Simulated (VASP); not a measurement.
**HfIn4SiO6: relaxation of cell and atoms with revPBE**

Crystal: HfIn4SiO6.

```
Hf In Si O
1.0
     2.71603   -4.70332    0.00448
     2.71603    4.70332    0.00448
    -1.86309    0.00000    7.40415
Hf In Si O
1 4 1 6
Cartesian
  2.7160 2.7768 0.0045
  1.7845 1.2098 3.7066
  2.7160 -0.3586 0.0045
  1.7845 4.3741 3.7066
  1.7845 -1.9666 3.7066
  2.7160 -3.4942 0.0045
  -1.1351 -0.1798 6.4177
  4.7040 -0.1798 0.9954
  1.6933 -2.1708 6.4226
  1.8757 -2.1708 0.9906
  1.5632 1.2736 0.9906
  2.0058 1.2736 6.4226
```

The cell was built by a generator and needn't be a form met in nature.

* Program: VASP 6.6.1
* Task: relaxation of cell and atoms
* Functional: revPBE
* Potentials or basis: VASP PAW PBE potentials, release 64 (Hf_pv, In_d, Si, O)
* Cutoff: 600 eV
* k mesh: 6 × 6 × 4
* Occupations: fermi-dirac, width 0.05 eV
* Spin: no spin polarisation
* Further INCAR settings: ALGO = Normal; EDIFF = 1e-06; IBRION = 2; EDIFFG = -0.02; NSW = 60; ISIF = 3

The relaxed volume is 16.12 Å³/atom and the relaxed cell is a = 5.451 Å, b = 5.451 Å, c = 7.742 Å, α = 96.90°, β = 96.90°, γ = 119.96°. The space group after relaxing (to 0.05 Å) is C2 (No. 5) and the energy gained by relaxing is 1.9 meV/atom. The ionic steps are 9. The pressure after relaxing is 0.1 GPa. The largest force after relaxing is 0.009 eV/Å and the band gap on the k mesh is none (metal or under the smearing width).

Forces in eV/Å, atoms in the order of the input:
```
Hf   0.000  0.000  0.000
In   0.000  0.001  0.000
In   0.000  0.000  0.000
In   0.000 -0.003  0.000
In   0.000  0.003  0.000
Si   0.000  0.001  0.000
O    0.008 -0.001 -0.001
O   -0.008 -0.001  0.001
O   -0.003  0.007  0.000
O    0.003  0.007  0.000
O    0.006 -0.006  0.001
O   -0.006 -0.006 -0.001
```

Step by step:
| step | energy change (eV) | largest force (eV/Å) | pressure (GPa) | volume (Å³) |
| --- | --- | --- | --- | --- |
| 1 | 0.0000 | 0.1311 | 1.67 | 189.25 |
| 2 | -0.0088 | 0.2235 | -1.08 | 193.78 |
| 3 | -0.0153 | 0.1372 | -0.04 | 191.95 |
| 4 | -0.0197 | 0.0536 | 0.04 | 192.41 |
| 5 | -0.0206 | 0.0552 | 0.09 | 192.69 |
| 6 | -0.0220 | 0.0294 | 0.03 | 193.07 |
| 7 | -0.0225 | 0.0265 | -0.01 | 193.38 |
| 8 | -0.0225 | 0.0297 | -0.02 | 193.45 |
| 9 | -0.0227 | 0.0089 | 0.06 | 193.46 |

Final structure:
```yaml
crystal:
  lattice:
    - [2.72702, -4.71987, 0.00418]
    - [2.72702, 4.71987, 0.00418]
    - [-1.87163, 0.00000, 7.51231]
  atoms:
    - { symbol: Hf, position: [0.20488, 0.79512, 0.00000] }
    - { symbol: In, position: [0.37143, 0.62857, 0.50000] }
    - { symbol: In, position: [0.53817, 0.46183, 0.00000] }
    - { symbol: In, position: [0.03514, 0.96486, 0.50000] }
    - { symbol: In, position: [0.70886, 0.29114, 0.50000] }
    - { symbol: Si, position: [0.87149, 0.12851, 0.00000] }
    - { symbol: O, position: [0.10777, 0.06811, 0.86806] }
    - { symbol: O, position: [0.93189, 0.89223, 0.13194] }
    - { symbol: O, position: [0.84165, 0.38002, 0.86800] }
    - { symbol: O, position: [0.61998, 0.15835, 0.13200] }
    - { symbol: O, position: [0.19753, 0.46995, 0.13204] }
    - { symbol: O, position: [0.53005, 0.80247, 0.86796] }
```

Levels at points of the mesh, in eV from the Fermi level:
```
           k point  band 47  band 48  band 49  band 50  band 51  band 52  band 53  band 54  band 55  band 56
(0.00, 0.00, 0.00)    -3.61    -3.51    -0.93    -0.74    -0.31    -0.20    -0.04    -0.01     0.51     0.83
(0.50, 0.00, 0.00)    -3.64    -3.54    -3.32    -2.24    -2.02     1.18     1.56     1.96     2.04     2.27
(0.50, 0.50, 0.00)    -3.73    -3.58    -3.43    -2.18    -1.84     1.28     1.62     1.77     2.06     2.31
(0.00, 0.00, 0.50)    -3.51    -3.38    -1.04    -0.92    -0.74    -0.17    -0.15    -0.05    -0.01     1.66
(0.50, 0.00, 0.50)    -3.56    -3.39    -3.14    -2.16    -1.84     0.99     1.44     1.99     2.10     2.23
(0.50, 0.50, 0.50)    -3.55    -3.31    -3.07    -2.24    -2.00     0.91     1.46     2.04     2.21     2.24
```

Wall time 12 min on 4 MPI ranks on Intel(R) Xeon(R) 6975P-C (Granite Rapids) (shared host), peak memory 0.82 GiB a rank.

Caveat: the PAW data sets were made with another functional, which shifts forces and pressure a little. The run has no spin-orbit coupling, so splittings on Hf are missing.
